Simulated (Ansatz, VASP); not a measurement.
This is a calculation of MgCuGe for Ansatz 0.2.0. Atoms were shifted at random by some hundredths of an Å from the given cell, which wasn't relaxed again for these runs. The cell comes from a database or a generator and needn't be the stable form of this composition.

input.yaml

```yaml
crystal:
  lattice:
    - [4.005302, 0.0, 0.0]
    - [0.0, 4.005302, 0.0]
    - [0.0, 0.0, 6.394753]
  atoms:
    - { symbol: Ge, position: [0.49595, 0.006165, 0.323257] }
    - { symbol: Ge, position: [0.014871, 0.503951, 0.675595] }
    - { symbol: Cu, position: [0.503714, 0.011911, 0.697624] }
    - { symbol: Cu, position: [-0.009367, 0.500345, 0.29781] }
    - { symbol: Mg, position: [0.51697, 0.485064, -0.002839] }
    - { symbol: Mg, position: [-0.00429, 0.013179, 0.000396] }
hamiltonian:
  xc: pbe
  pseudopotentials: { kind: paw }
kpoints:
  mp_grid: { grid: [7, 7, 4] }
scf:
  occupations: { method: fermi_dirac, width: 0.05 }
output:
  forces: true
  stress: true
  eigenvalues: true
```

Potentials or basis: Ansatz PAW.

Command:

```console
$ ansatz run input.yaml --threads 2 --pin off --max-ram 5120MiB --backend cpu --events-out ev --progress --plain --runs-dir out
```

Q: Set up the same calculation for VASP 6.6.1. Potentials or basis there: PBE PAW files Cu, Ge_d, Mg, 520 eV.

A: As run (cutoffs and basis follow the program's own potentials, and thresholds, step limits or extra output files can differ):

Contents of INCAR:

```
ALGO     = Normal         # electronic algorithm
EDIFF    = 1E-7           # SCF threshold, eV
ENCUT    = 520            # plane-wave cutoff, eV
GGA      = PE             # functional
ISIF     = 2              # what is computed and relaxed
ISMEAR   = -1             # smearing method
LASPH    = True           # aspherical terms in the spheres
LCHARG   = True           # write CHGCAR
LELF     = True           # ELF
LREAL    = False          # projectors in reciprocal space
LVHAR    = True         
LWAVE    = False          # write WAVECAR
NBANDS   = 36             # bands
NELM     = 80             # most SCF steps
PREC     = Accurate       # precision mode
SIGMA    = 0.05           # smearing width, eV
```

KPOINTS

```
k-points
0
Gamma
  7 7 4
```

File POSCAR:

```
MgCuGe
1.0
    4.0053020000      0.0000000000      0.0000000000
    0.0000000000      4.0053020000      0.0000000000
    0.0000000000      0.0000000000      6.3947530000
Ge Cu Mg
2 2 2
Direct
    0.4959500000      0.0061650000      0.3232570000
    0.0148710000      0.5039510000      0.6755950000
    0.5037140000      0.0119110000      0.6976240000
   -0.0093670000      0.5003450000      0.2978100000
    0.5169700000      0.4850640000     -0.0028390000
   -0.0042900000      0.0131790000      0.0003960000
```

Potentials or basis: VASP PAW PBE potentials, release 64 (Ge_d, Cu, Mg).

Command:

```bash
$ cat potpaw_PBE.64/Ge_d/POTCAR potpaw_PBE.64/Cu/POTCAR potpaw_PBE.64/Mg/POTCAR > POTCAR
$ mpirun -np 1 vasp_std > vasp.out
```

Both were run:

|  | Ansatz | VASP |
| --- | --- | --- |
| Pressure | 0.6 GPa | 0.7 GPa |
| Largest force | 0.815 eV/Å | 0.819 eV/Å |
| Energy over the undisturbed cell | 9.6 meV/atom | 9.9 meV/atom |

Ansatz's pressure holds a Pulay term of +0.04 GPa for its cutoff of 420 eV, which the other run lacks.

The potentials hold 86 and 54 valence electrons a cell.

Where Ansatz's input types no cutoff or centring, it takes its own default and a Γ-centred mesh.

Pressure is positive in compression.
